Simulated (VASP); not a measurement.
Consider the following.

```xyz
5
Lattice="1.8972 -3.2861 0.0000 1.8972 3.2861 0.0000 0.0000 0.0000 5.2329" Properties=species:S:1:pos:R:3 pbc="T T T"
La     1.8972     1.0954     1.1899
La     1.8972    -1.0954     4.0430
O      0.0000     0.0000     0.0000
O      1.8972     1.0954     3.4565
O      1.8972    -1.0954     1.7764
```

These are LDA (Ceperley-Alder, Perdew-Zunger), VASP's LDA PAW potentials (set 64) (plane waves; VASP) values and carry that method's errors. Numerical set-up: 620 eV cut-off, 7×7×4 Γ-centred mesh, Gaussian smearing of 0.050 eV, potentials La O.

Energy and stress use the plane-wave basis of the starting cell.

Question: The ions, cell shape and volume at an external pressure of 45.0 GPa are relaxed. Predict the relaxed structure.

Answer: 
```xyz
5
Lattice="1.8754 -3.2483 0.0000 1.8754 3.2483 0.0000 0.0000 0.0000 5.0708" Properties=species:S:1:pos:R:3 pbc="T T T"
La     1.8754     1.0828     1.1324
La     1.8754    -1.0828     3.9384
O      0.0000     0.0000     5.0708
O      1.8754     1.0828     3.3587
O      1.8754    -1.0828     1.7121
```
Space group P-3m1 (164), at a tolerance of 0.03 Å.

Question: How do energy and volume change from the first to the last step?

Answer: The energy (σ→0) changes by +161.0 meV/atom and the volume by -5.3 %, in 12 ionic steps.

The compound is La2O3 in the a-type structure. This run relaxes it under an external pressure of 45 GPa. Symmetry was kept, so distortions that lower it aren't found.
